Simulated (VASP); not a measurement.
Here is a VASP 6.6.1 calculation.

File INCAR:

```
ALGO = Fast
CSHIFT = 0.1
EDIFF = 1E-6
ENCUT = 520
GGA = BF
ISIF = 2
ISMEAR = -1
LASPH = True
LCHARG = False
LOPTICS = True
LREAL = False
LUSE_VDW = True
LWAVE = False
NBANDS = 44
NEDOS = 1000
NELM = 60
PREC = Accurate
SIGMA = 0.1
ZAB_VDW = -1.8867
```

The input KPOINTS:

```
k-points
0
Gamma
  7 7 7
```

Contents of POSCAR:

```
Zn3P
1.0
    3.9469690000      0.0536720000     -0.0626030000
    0.0536720000      3.9908230000     -0.0093130000
   -0.0626030000     -0.0093130000      3.9906580000
Zn P
3 1
Cartesian
    2.0003205000      2.0222475000     -0.0359580000
    1.9421830000      0.0221795000      1.9640275000
   -0.0044655000      1.9907550000      1.9906725000
    0.0000000000      0.0000000000      0.0000000000
```

Potentials or basis: VASP PAW PBE potentials, release 64 (Zn, P).

The run is started by

```bash
$ cat potpaw_PBE.64/Zn/POTCAR potpaw_PBE.64/P/POTCAR > POTCAR
$ mpirun -np 1 vasp_std > vasp.out
```

(1) Estimate the pressure.

(2) Predict the band gap on the k mesh.

Answers

(1) 0.9 GPa.

(2) none (metal or under the smearing width).

Caveat: the PAW data sets were made with another functional, which shifts forces and pressure a little.
